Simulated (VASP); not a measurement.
An input for Quantum ESPRESSO's pw.x (written as the equivalent of a VASP run, and not itself run):

```
&CONTROL
  calculation = 'vc-relax'
  pseudo_dir = './pseudo'
  outdir = './out'
  tprnfor = .true.
  tstress = .true.
  nstep = 40
  forc_conv_thr = 0.00078
/
&SYSTEM
  ibrav = 0
  nat = 5
  ntyp = 3
  ecutwfc = 84
  occupations = 'smearing'
  smearing = 'gaussian'
  degauss = 0.003675
  input_dft = 'pbesol'
/
&ELECTRONS
  conv_thr = 7.3e-08
  electron_maxstep = 100
/
&IONS
/
&CELL
  press = 50
/
ATOMIC_SPECIES
  Ba 137.327 Ba.upf
  Hf 178.490 Hf.upf
  O 15.999 O.upf
CELL_PARAMETERS angstrom
     4.1163541    0.0000000   -0.0000000
    -0.0000000    4.1163541   -0.0000000
     0.0000000    0.0000000    4.1163541
ATOMIC_POSITIONS crystal
  Ba   0.0000000  0.0000000  0.0000000
  Hf   0.5000000  0.5000000  0.5000000
  O    0.5000000  0.0000000  0.5000000
  O    0.0000000  0.5000000  0.5000000
  O    0.5000000  0.5000000  0.0000000
K_POINTS automatic
  6 6 6 0 0 0
```

### Question
Translate this input to VASP (INCAR, KPOINTS, POSCAR, choice of POTCAR).

### Answer
This is not unique; one that fits is 
**INCAR**
```
! general
SYSTEM   =  BaHfO3
PREC     =  Accurate
ENCUT    =  620
LREAL    =  .FALSE.
LASPH    =  .TRUE.

! electronic loop
EDIFF    =  1E-6
NELM     =  100
ALGO     =  Normal
LMAXMIX  =  6

! smearing
ISMEAR   =  0
SIGMA    =  0.05

! functional
GGA      =  PS

! ions
IBRION   =  2
NSW      =  40
ISIF     =  3
EDIFFG   =  -0.02
PSTRESS  =  50

! output
LWAVE    =  .FALSE.
LCHARG   =  .FALSE.
```

**POSCAR**
```
BaHfO3
1
    4.1163541326     0.0000000000    -0.0000000000
   -0.0000000000     4.1163541326    -0.0000000000
    0.0000000000     0.0000000000     4.1163541326
Ba Hf O
1 1 3
Direct
  0.0000000000   0.0000000000   0.0000000000
  0.5000000000   0.5000000000   0.5000000000
  0.5000000000   0.0000000000   0.5000000000
  0.0000000000   0.5000000000   0.5000000000
  0.5000000000   0.5000000000   0.0000000000
```

File KPOINTS:
```
Automatic mesh
0
Gamma
6 6 6
0 0 0
```

POTCAR, in this order: Ba_sv Hf_pv O (PBE.64 set). Program: vasp_std.

What does not carry over: the potentials are each code's own (VASP's PAW set, PseudoDojo norm-conserving files in pw.x), so ENCUT and ecutwfc are chosen apart and not converted; conv_thr bounds pw.x's estimated SCF error, while EDIFF bounds the energy change between steps; forc_conv_thr acts on force components and is met together with etot_conv_thr.

The compound is BaHfO3 in the cubic perovskite structure. It was relaxed first under an external pressure of 5 GPa.
